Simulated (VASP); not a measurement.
Calculation: SCAN meta-GGA, VASP's PBE PAW potentials (set 64) (plane waves; VASP).

VASP input:

### KPOINTS_OPT
```
k-points along high-symmetry lines
6
Line-mode
Reciprocal
  0.000000   0.000000   0.000000 ! GAMMA
  0.500000  -0.000000   0.000000 ! M

  0.500000  -0.000000   0.000000 ! M
  0.333333   0.333333   0.000000 ! K

  0.333333   0.333333   0.000000 ! K
  0.000000   0.000000   0.000000 ! GAMMA

  0.000000   0.000000   0.000000 ! GAMMA
  0.000000   0.000000   0.500000 ! A

  0.000000   0.000000   0.500000 ! A
  0.500000  -0.000000   0.500000 ! L

  0.500000  -0.000000   0.500000 ! L
  0.333333   0.333333   0.500000 ! H

  0.333333   0.333333   0.500000 ! H
  0.000000   0.000000   0.500000 ! A

  0.500000  -0.000000   0.500000 ! L
  0.500000  -0.000000   0.000000 ! M

  0.333333   0.333333   0.500000 ! H
  0.333333   0.333333   0.000000 ! K
```

File POSCAR:
```
PtS2
1
    1.7622842149    -3.0523658671     0.0000000000
    1.7622842149     3.0523658671     0.0000000000
    0.0000000000     0.0000000000     5.5302484279
Pt S
1 2
Direct
  0.0000000000   0.0000000000   0.0000000000
  0.3333330000   0.6666670000   0.2208381949
  0.6666670000   0.3333330000   0.7791618051
```

**INCAR**
```
SYSTEM = PtS2
PREC = Accurate
ENCUT = 520
EDIFF = 1E-7
NELM = 100
ALGO = Normal
LREAL = .FALSE.
LASPH = .TRUE.
ISMEAR = -5
METAGGA = SCAN
LMIXTAU = .TRUE.
LMAXMIX = 6
LWAVE = .FALSE.
LCHARG = .FALSE.
LORBIT = 11
NEDOS = 601
ISIF = 2
LEFG = .TRUE.
```

KPOINTS:
```
kpoints
0
gamma
8 8 5
0 0 0
```

POTCAR, in this order: Pt S (PBE.64 set). Program: vasp_std.

The run wrote:

File OUTCAR:
```
 ion  position               nearest neighbor table
   1  0.000  0.000  0.000-   2 2.37   3 2.37   3 2.37   2 2.37   3 2.37   2 2.37
   2  0.333  0.667  0.221-   1 2.37   1 2.37   1 2.37
   3  0.667  0.333  0.779-   1 2.37   1 2.37   1 2.37
  LATTYP: Found a hexagonal cell.
 ALAT       =     3.5245684900
 C/A-ratio  =     1.5690568771
 Subroutine PRICEL returns:
 Original cell was already a primitive cell.
 Subroutine GETGRP returns: Found 12 space group operations
The static configuration has the point symmetry D_3d.
The dynamic configuration has the point symmetry D_3d.
 Subroutine INISYM returns: Found 12 space group operations
 Subroutine IBZKPT returns following result:
 Found     40 irreducible k-points:

 Following reciprocal coordinates:
            Coordinates               Weight
  0.000000  0.000000  0.000000      1.000000
  0.125000  0.000000  0.000000      6.000000
  0.250000  0.000000  0.000000      6.000000
  0.375000  0.000000  0.000000      6.000000
  0.500000  0.000000  0.000000      3.000000
  0.125000  0.125000  0.000000      6.000000
  0.250000  0.125000  0.000000     12.000000
  0.375000  0.125000  0.000000     12.000000
  0.250000  0.250000  0.000000      6.000000
  0.375000  0.250000  0.000000      6.000000
  0.000000  0.000000  0.200000      2.000000
  0.125000  0.000000  0.200000      6.000000
  0.000000  0.125000  0.200000      6.000000
  0.250000  0.000000  0.200000      6.000000
  0.000000  0.250000  0.200000      6.000000
  0.375000  0.000000  0.200000      6.000000
  0.000000  0.375000  0.200000      6.000000
  0.500000  0.000000  0.200000      6.000000
  0.125000  0.125000  0.200000     12.000000
  0.250000  0.125000  0.200000     12.000000
 -0.125000  0.375000  0.200000     12.000000
  0.375000  0.125000  0.200000     12.000000
 -0.125000  0.500000  0.200000     12.000000
  0.250000  0.250000  0.200000     12.000000
  0.375000  0.250000  0.200000     12.000000
  0.000000  0.000000  0.400000      2.000000
  0.125000  0.000000  0.400000      6.000000
  0.000000  0.125000  0.400000      6.000000
  0.250000  0.000000  0.400000      6.000000
  0.000000  0.250000  0.400000      6.000000
  0.375000  0.000000  0.400000      6.000000
  0.000000  0.375000  0.400000      6.000000
  0.500000  0.000000  0.400000      6.000000
  0.125000  0.125000  0.400000     12.000000
  0.250000  0.125000  0.400000     12.000000
 -0.125000  0.375000  0.400000     12.000000
  0.375000  0.125000  0.400000     12.000000
 -0.125000  0.500000  0.400000     12.000000
  0.250000  0.250000  0.400000     12.000000
  0.375000  0.250000  0.400000     12.000000
   k-points           NKPTS =     40   k-points in BZ     NKDIM =     40   number of bands    NBANDS=     15
   number of dos      NEDOS =    601   number of ions     NIONS =      3
   total plane-waves  NPLWV =  32928
   dimension x,y,z NGX =    28 NGY =   28 NGZ =   42
   dimension x,y,z NGXF=    56 NGYF=   56 NGZF=   84
   ions per type =               1   2
   PREC   = accura    normal or accurate (medium, high low for compatibility)
   ISTART =      0    job   : 0-new  1-cont  2-samecut
   ICHARG =      2    charge: 1-file 2-atom 10-const
   ISPIN  =      1    spin polarized calculation?
   LNONCOLLINEAR =      F non collinear calculations
   LSORBIT =      F    spin-orbit coupling
   INIWAV =      1    electr: 0-lowe 1-rand  2-diag
   ENCUT  =  520.0 eV  38.22 Ry    6.18 a.u.   6.55  6.55 10.28*2*pi/ulx,y,z
   NELM   =    100;   NELMIN=  2; NELMDL= -5     # of ELM steps
   EDIFF  = 0.1E-06   stopping-criterion for ELM
   LREAL  =      F    real-space projection
...
```

OSZICAR:
```
       N       E                     dE             d eps       ncg     rms          rms(c)
DAV:   1     0.438268811500E+02    0.43827E+02   -0.10794E+04  1216   0.133E+03
DAV:   2    -0.919387054318E+02   -0.13577E+03   -0.13309E+03  1494   0.253E+02
DAV:   3    -0.979051118978E+02   -0.59664E+01   -0.59377E+01  1585   0.570E+01
DAV:   4    -0.979703384145E+02   -0.65227E-01   -0.65196E-01  1515   0.648E+00
DAV:   5    -0.979715686428E+02   -0.12302E-02   -0.12302E-02  1641   0.862E-01    0.178E+01
DAV:   6    -0.923771846460E+02    0.55944E+01   -0.59527E+00  1403   0.255E+01    0.127E+01
DAV:   7    -0.909487862012E+02    0.14284E+01   -0.10148E+00  1284   0.111E+01    0.671E+00
DAV:   8    -0.910771467770E+02   -0.12836E+00   -0.55589E-01  1249   0.884E+00    0.126E+00
DAV:   9    -0.909897008186E+02    0.87446E-01   -0.38760E-01  1207   0.764E+00    0.498E-01
DAV:  10    -0.910819338472E+02   -0.92233E-01   -0.56573E-02  1256   0.291E+00    0.216E-01
DAV:  11    -0.910922134363E+02   -0.10280E-01   -0.18379E-02  1522   0.163E+00    0.148E-01
DAV:  12    -0.910926504103E+02   -0.43697E-03   -0.55317E-03  1270   0.834E-01    0.116E-01
DAV:  13    -0.910932785601E+02   -0.62815E-03   -0.41080E-03  1249   0.799E-01    0.101E-01
DAV:  14    -0.910931385978E+02    0.13996E-03   -0.82363E-04  1340   0.316E-01    0.311E-02
DAV:  15    -0.910931486827E+02   -0.10085E-04   -0.84685E-05  1347   0.130E-01    0.124E-02
DAV:  16    -0.910931093364E+02    0.39346E-04   -0.28172E-05  1501   0.737E-02    0.150E-02
DAV:  17    -0.910931400354E+02   -0.30699E-04   -0.26548E-05  1382   0.585E-02    0.395E-03
DAV:  18    -0.910931478238E+02   -0.77884E-05   -0.17824E-06  1473   0.180E-02    0.434E-03
DAV:  19    -0.910931438940E+02    0.39298E-05   -0.29510E-06  1375   0.201E-02    0.179E-03
DAV:  20    -0.910931479276E+02   -0.40336E-05   -0.22976E-07  1175   0.621E-03    0.144E-03
DAV:  21    -0.910931469432E+02    0.98435E-06   -0.79701E-08   943   0.426E-03    0.409E-04
DAV:  22    -0.910931477340E+02   -0.79083E-06   -0.18049E-08   649   0.175E-03    0.204E-04
DAV:  23    -0.910931480475E+02   -0.31341E-06   -0.63226E-09   621   0.109E-03    0.139E-04
DAV:  24    -0.910931479247E+02    0.12273E-06   -0.23225E-09   621   0.631E-04    0.809E-05
DAV:  25    -0.910931480089E+02   -0.84196E-07   -0.53275E-10   621   0.279E-04
   1 F= -.91093148E+02 E0= -.91093148E+02  d E =0.000000E+00
       N       E                     dE             ncg
       N       E                     dE             ncg
```

OUTCAR:
```
------------------------ aborting loop because EDIFF is reached ----------------------------------------
  FORCE on cell =-STRESS in cart. coord.  units (eV):
  Direction    XX          YY          ZZ          XY          YZ          ZX
  --------------------------------------------------------------------------------------
  Total        0.0096959      0.0096959     -0.0207500      0.0000000     -0.0000000      0.0000000
  in kB        0.2611025      0.2611025     -0.5587817      0.0000000     -0.0000000      0.0000000
  external PRESSURE =      -0.0121922 kB  Pullay stress =       0.0000000 kB
  volume of cell :       59.50
      direct lattice vectors                 reciprocal lattice vectors
     1.762284215 -3.052365867  0.000000000     0.283722680 -0.163807362  0.000000000
     1.762284215  3.052365867  0.000000000     0.283722680  0.163807362  0.000000000
     0.000000000  0.000000000  5.530248428     0.000000000  0.000000000  0.180823703
 POSITION                                       TOTAL-FORCE (eV/Angst)
 -----------------------------------------------------------------------------------
      0.00000      0.00000      0.00000         0.000000      0.000000      0.000000
      1.76228      1.01746      1.22129         0.000000      0.000000     -0.007746
      1.76228     -1.01746      4.30896        -0.000000     -0.000000      0.007746
 -----------------------------------------------------------------------------------
    total drift:                               -0.000000      0.000000      0.000000
  FREE ENERGIE OF THE ION-ELECTRON SYSTEM (eV)
  ---------------------------------------------------
  free  energy   TOTEN  =       -91.0931480089 eV

  energy  without entropy=      -91.0931480089  energy(sigma->0) =      -91.09314801

 total charge

# of ion       s       p       d       tot
------------------------------------------
    1        0.673   0.768   7.980   9.421
    2        1.354   2.301   0.000   3.655
    3        1.354   2.301   0.000   3.655
--------------------------------------------------
tot          3.381   5.371   7.980  16.732
```
(Selected blocks of OUTCAR.)

The compound is PtS2 in the 1T layered structure. It was relaxed first, which changed the volume by +9 %.
